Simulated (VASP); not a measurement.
# Sr4SO3 (Pm-3m) in VASP: reference runs

Aim: a first look at Sr4SO3 with PBE, on the cell as given and on a disturbed one.

Everything below comes from runs of VASP 6.6.1. Logs are shortened: lines on timing, memory, paths and dates and some standing lists are left out, and cuts for length are marked.

### 1 Starting point

It takes space group Pm-3m (No. 221, cubic). The conventional cell has a = 5.486 Å, b = 5.486 Å, c = 5.486 Å, α = 90.00°, β = 90.00°, γ = 90.00°. Sr (site symmetry 4/mmm) has 2 S at 2.74 Å and 4 O at 2.74 Å as nearest neighbours. Around Sr (site symmetry m-3m) lie 6 O at 2.74 Å. Around S (site symmetry m-3m) lie 6 Sr at 2.74 Å. O (site symmetry 4/mmm) is surrounded by 6 Sr at 2.74 Å.

The cell comes from a database or a generator and needn't be the stable form of this composition.

### 2 Single point, PBE

INCAR reads:

```
SYSTEM = Sr4SO3
ALGO     = Normal         ! electronic algorithm
EDIFF    = 1E-7           ! SCF threshold, eV
ENCUT    = 520            ! plane-wave cutoff, eV
GGA      = PE             ! functional
ISIF     = 2              ! what is computed and relaxed
ISMEAR   = -1             ! smearing method
LASPH    = .True.         ! aspherical terms in the spheres
LCHARG   = .False.        ! write CHGCAR
LREAL    = .False.        ! projectors in reciprocal space
LWAVE    = .False.        ! write WAVECAR
NBANDS   = 42             ! bands
NELM     = 100            ! most SCF steps
PREC     = Accurate       ! precision mode
SIGMA    = 0.05           ! smearing width, eV
```

KPOINTS reads:

```
k-points
0
Gamma
  5 5 5
  0 0 0
```

POSCAR reads:

```
Sr4SO3
1.0
    5.4855310000      0.0000000000      0.0000000000
    0.0000000000      5.4855310000      0.0000000000
    0.0000000000      0.0000000000      5.4855310000
Sr S O
4 1 3
Direct
    0.0000000000      0.5000000000      0.5000000000
    0.5000000000      0.0000000000      0.5000000000
    0.5000000000      0.5000000000      0.0000000000
    0.0000000000      0.0000000000      0.0000000000
    0.5000000000      0.5000000000      0.5000000000
    0.0000000000      0.0000000000      0.5000000000
    0.0000000000      0.5000000000      0.0000000000
    0.5000000000      0.0000000000      0.0000000000
```

Potentials or basis: VASP PAW PBE potentials, release 64 (Sr_sv, S, O).

Started as:

```console
$ cat potpaw_PBE.64/Sr_sv/POTCAR potpaw_PBE.64/S/POTCAR potpaw_PBE.64/O/POTCAR > POTCAR
$ mpirun -np 1 vasp_std > vasp.out
```

OUTCAR:

```text
SYSTEM = Sr4SO3
   EDIFF = 1E-7
   ENCUT = 520
   GGA = PE
   ISIF = 2
   ISMEAR = -1
   LASPH = .True.
   LREAL = .False.
   NELM = 100
   PREC = Accurate

 ion  position               nearest neighbor table
   1  0.000  0.500  0.500-   5 2.74   6 2.74   7 2.74   7 2.74   6 2.74   5 2.74   3 3.88   4 3.88
                             2 3.88   2 3.88   4 3.88   3 3.88   4 3.88   2 3.88   3 3.88   4 3.88
   2  0.500  0.000  0.500-   5 2.74   6 2.74   8 2.74   8 2.74   5 2.74   6 2.74   3 3.88   4 3.88
                             1 3.88   1 3.88   3 3.88   3 3.88   3 3.88   1 3.88   4 3.88   4 3.88
   3  0.500  0.500  0.000-   5 2.74   7 2.74   8 2.74   5 2.74   8 2.74   7 2.74   1 3.88   2 3.88
                             1 3.88   2 3.88   4 3.88   2 3.88   2 3.88   1 3.88   4 3.88   4 3.88
   4  0.000  0.000  0.000-   6 2.74   7 2.74   8 2.74   6 2.74   7 2.74   8 2.74   1 3.88   2 3.88
                             1 3.88   1 3.88   3 3.88   2 3.88   1 3.88   2 3.88   3 3.88   3 3.88
   5  0.500  0.500  0.500-   1 2.74   2 2.74   3 2.74   3 2.74   2 2.74   1 2.74
   6  0.000  0.000  0.500-   1 2.74   2 2.74   4 2.74   4 2.74   1 2.74   2 2.74
   7  0.000  0.500  0.000-   1 2.74   3 2.74   4 2.74   1 2.74   4 2.74   3 2.74
   8  0.500  0.000  0.000-   2 2.74   3 2.74   4 2.74   2 2.74   3 2.74   4 2.74

  LATTYP: Found a simple cubic cell.
 ALAT       =     5.4855310000

  Lattice vectors:

 A1 = (   5.4855310000,   0.0000000000,   0.0000000000)
 A2 = (   0.0000000000,   5.4855310000,   0.0000000000)
 A3 = (   0.0000000000,   0.0000000000,   5.4855310000)

Analysis of symmetry for initial positions (statically):
=====================================================================
 Subroutine PRICEL returns:
 Original cell was already a primitive cell.

 Routine SETGRP: Setting up the symmetry group for a
 simple cubic supercell.

 Subroutine GETGRP returns: Found 48 space group operations
 (whereof 48 operations were pure point group operations)
 out of a pool of 48 trial point group operations.

The static configuration has the point symmetry O_h .

Analysis of symmetry for dynamics (positions and initial velocities):
=====================================================================
 Subroutine PRICEL returns:
 Original cell was already a primitive cell.

 Routine SETGRP: Setting up the symmetry group for a
 simple cubic supercell.

 Subroutine GETGRP returns: Found 48 space group operations
 (whereof 48 operations were pure point group operations)
 out of a pool of 48 trial point group operations.

The dynamic configuration has the point symmetry O_h .

 Subroutine INISYM returns: Found 48 space group operations
 (whereof 48 operations are pure point group operations),
[... 102 lines left out ...]
   TEBEG  =    0.0;   TEEND  =   0.0 temperature during run
   PSTRESS=    0.0 pullay stress
   NELECT =      64.0000    total number of electrons
   NUPDOWN=      -1.0000    fix difference up-down
   EMIN   =  10.00;   EMAX   =-10.00  energy-range for DOS
   EFERMI =   0.00;   METHOD = LEGACY
   ISMEAR =    -1;   SIGMA  =   0.05  broadening in eV -4-tet -1-fermi 0-gaus
   EFERMI_NEDOS =   21; number of points for ismear=-14 and -15
   IALGO  =     38    algorithm
   IMIX   =      4    mixing-type and parameters
     AMIX     =   0.40;   BMIX     =  1.00
     AMIX_MAG =   1.60;   BMIX_MAG =  1.00
  volume/ion in A,a.u.               =      20.63       139.24
  Fermi-wavevector in a.u.,A,eV,Ry     =   1.193758  2.255875 19.389080  1.425057
  Thomas-Fermi vector in A             =   2.329764
   LORBIT       =      0    0 simple, 1 ext, 2 COOP (PROOUT), +10 PAW based schemes
   GGA     = PE    functional components
   LHFCALC =     F    Hartree Fock is set to
   AEXX    =    0.0000 exact exchange contribution
   IVDW    =     0    specifies the selected vdW correction
   LEPSILON=     F    determine dielectric tensor
   LRPA    =     F    only Hartree local field effects (RPA)
 non-spin polarized calculation
  energy-cutoff  :      520.00
  volume of cell :      165.07
 maximum number of plane-waves:      4458
 NGX is ok and might be reduce to    42
   NGX = 21   NGY = 21   NGZ = 21

 number of electron      64.0000007 magnetization

 Free energy of the ion-electron system (eV)
  ---------------------------------------------------
  ext. energy  EPLUGINS =         0.00000000
  ---------------------------------------------------
  free energy    TOTEN  =       -44.62819434 eV

  energy without entropy =      -44.62819434  energy(sigma->0) =      -44.62819434

 E-fermi :   2.7806     XC(G=0):  -9.4118

 val. band max:        1.6365766571   @ k =   0.0000   0.0000   0.0000
 cond. band min:       4.3133316567   @ k =   0.0000   0.0000   0.0000
 fundamental gap:      2.6767549995
 Fermi energy:         2.7806185942

 k-point     1 :       0.0000    0.0000    0.0000
  band No.  band energies     occupation
      1     -31.4501      2.00000
      2     -31.3818      2.00000
      3     -31.3404      2.00000
      4     -31.3404      2.00000
      5     -13.8612      2.00000
      6     -13.8612      2.00000
[... 439 lines left out ...]
     41       9.0577      0.00000
     42       9.0749      0.00000

------------------------ aborting loop because EDIFF is reached ----------------------------------------

  FORCE on cell =-STRESS in cart. coord.  units (eV):
  Direction    XX          YY          ZZ          XY          YZ          ZX
  --------------------------------------------------------------------------------------
  -------------------------------------------------------------------------------------
  Total        0.1529443      0.1529443      0.1529443      0.0000000      0.0000000     -0.0000000
  in kB        1.4845258      1.4845258      1.4845258      0.0000000      0.0000000     -0.0000000
  external PRESSURE =       1.4845258 kB  Pullay stress =       0.0000000 kB

 VOLUME and BASIS-vectors are now :
 -----------------------------------------------------------------------------
  energy-cutoff  :      520.00
  volume of cell :      165.07
      direct lattice vectors                 reciprocal lattice vectors
     5.485531000  0.000000000  0.000000000     0.182297758  0.000000000  0.000000000
     0.000000000  5.485531000  0.000000000     0.000000000  0.182297758  0.000000000
     0.000000000  0.000000000  5.485531000     0.000000000  0.000000000  0.182297758

 POSITION                                       TOTAL-FORCE (eV/Angst)
 -----------------------------------------------------------------------------------
      0.00000      2.74277      2.74277         0.000000      0.000000      0.000000
      2.74277      0.00000      2.74277         0.000000      0.000000      0.000000
      2.74277      2.74277      0.00000         0.000000      0.000000      0.000000
      0.00000      0.00000      0.00000         0.000000      0.000000      0.000000
      2.74277      2.74277      2.74277         0.000000      0.000000      0.000000
      0.00000      0.00000      2.74277         0.000000      0.000000      0.000000
      0.00000      2.74277      0.00000         0.000000      0.000000      0.000000
      2.74277      0.00000      0.00000         0.000000      0.000000      0.000000
 -----------------------------------------------------------------------------------
    total drift:                                0.000000      0.000000     -0.000000

  FREE ENERGIE OF THE ION-ELECTRON SYSTEM (eV)
  ---------------------------------------------------
  free  energy   TOTEN  =       -44.6281943378 eV

  energy  without entropy=      -44.6281943378  energy(sigma->0) =      -44.62819434
```

stdout:

```text
POSCAR found type information on POSCAR SrS O
 POSCAR found :  3 types and       8 ions
 scaLAPACK will be used
 LDA part: xc-table for (Slater+PW92), standard interpolation
 POSCAR, INCAR and KPOINTS ok, starting setup
 FFT: planning ... GRIDC
 FFT: planning ... GRID_SOFT
 FFT: planning ... GRID
 WAVECAR not read
 entering main loop
```

Wall time 45 s (1 thread of Intel Xeon 6975P-C (Granite Rapids), shared host); peak memory 0.28 GiB.

What came out:

| Item | Value |
| --- | --- |
| Free energy | -44.6282 eV |
| Pressure | 0.1 GPa |
| Band gap on the k mesh | 2.68 eV, direct |

Caveat: an odd mesh through Γ misses points on the zone boundary, where band edges often lie. As with any semilocal functional, this PBE gap is likely too small.

(Continued in part 2 of 2.)
